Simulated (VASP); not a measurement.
Computed with HSE06 screened hybrid, VASP's PBE PAW potentials (set 64) (plane waves; VASP).

Input for VASP

### INCAR
```
AEXX = 0.25
ALGO = Normal
EDIFF = 1E-6
ENCUT = 520
GGA = PE
HFSCREEN = 0.2
ISIF = 2
ISMEAR = 0
ISYM = 3
LASPH = .True.
LCHARG = .False.
LHFCALC = .True.
LMAXMIX = 4
LREAL = .False.
LWAVE = .False.
NELM = 60
PREC = Accurate
PRECFOCK = Fast
SIGMA = 0.05
SYSTEM = InAs
```

### POSCAR
```
InAs
2.9987580
  0.0000000000   0.9999998768   0.9999998768
  0.9999998768   0.0000000000   0.9999998768
  0.9999998768   0.9999998768   0.0000000000
In As
1 1
Direct
  0.0000000000   0.0000000000   0.0000000000
  0.2500000000   0.2500000000   0.2500000000
```

File KPOINTS:
```
Automatic mesh
0
Gamma
6 6 6
0 0 0
```

POTCAR, in this order: In_d As (PBE.64 set). Program: vasp_std. Read from the step before: WAVECAR.

Output of the run:

### OSZICAR
```
       N       E                     dE             d eps       ncg     rms          rms(c)
DAV:   1    -0.920767991315E+01   -0.92077E+01   -0.56266E-01   501   0.102E+01    0.373E+00
DAV:   2    -0.921645728139E+01   -0.87774E-02   -0.38963E-02   574   0.170E+00    0.387E+00
DAV:   3    -0.921564126442E+01    0.81602E-03   -0.12604E-03   539   0.565E-01    0.254E+00
DAV:   4    -0.921528527531E+01    0.35599E-03   -0.25632E-04   591   0.220E-01    0.161E+00
DAV:   5    -0.921518204257E+01    0.10323E-03   -0.76583E-05   486   0.102E-01    0.981E-01
DAV:   6    -0.921515310323E+01    0.28939E-04   -0.18596E-05   516   0.519E-02    0.595E-01
DAV:   7    -0.921514351535E+01    0.95879E-05   -0.40619E-06   476   0.260E-02    0.359E-01
DAV:   8    -0.921514081378E+01    0.27016E-05   -0.15184E-06   458   0.140E-02    0.216E-01
DAV:   9    -0.921514031386E+01    0.49993E-06   -0.52943E-07   276   0.760E-03
   1 F= -.92151403E+01 E0= -.92151403E+01  d E =-.776992E-14
```

**OUTCAR**
```
------------------------ aborting loop because EDIFF is reached ----------------------------------------
  FORCE on cell =-STRESS in cart. coord.  units (eV):
  Direction    XX          YY          ZZ          XY          YZ          ZX
  --------------------------------------------------------------------------------------
  Total        1.1367138      1.1367138      1.1367138      0.0000000     -0.0000000      0.0000000
  in kB       33.7681789     33.7681789     33.7681789      0.0000000     -0.0000000      0.0000000
  external PRESSURE =      33.7681789 kB  Pullay stress =       0.0000000 kB
  volume of cell :       53.93
      direct lattice vectors                 reciprocal lattice vectors
     0.000000000  2.998757631  2.998757631    -0.166735716  0.166735716  0.166735716
     2.998757631  0.000000000  2.998757631     0.166735716 -0.166735716  0.166735716
     2.998757631  2.998757631  0.000000000     0.166735716  0.166735716 -0.166735716
  FREE ENERGIE OF THE ION-ELECTRON SYSTEM (eV)
  ---------------------------------------------------
  free  energy   TOTEN  =        -9.2151403139 eV

  energy  without entropy=       -9.2151403139  energy(sigma->0) =       -9.21514031

  exchange ACFDT corr.  =         0.00000000  see jH, gK, PRB 81, 115126
```
(Selected blocks of OUTCAR.)

The compound is InAs in the zinc blende structure. This cell is one point of a volume scan, at 0.91 of the reference volume. The cell's shape comes from a PBE relaxation.
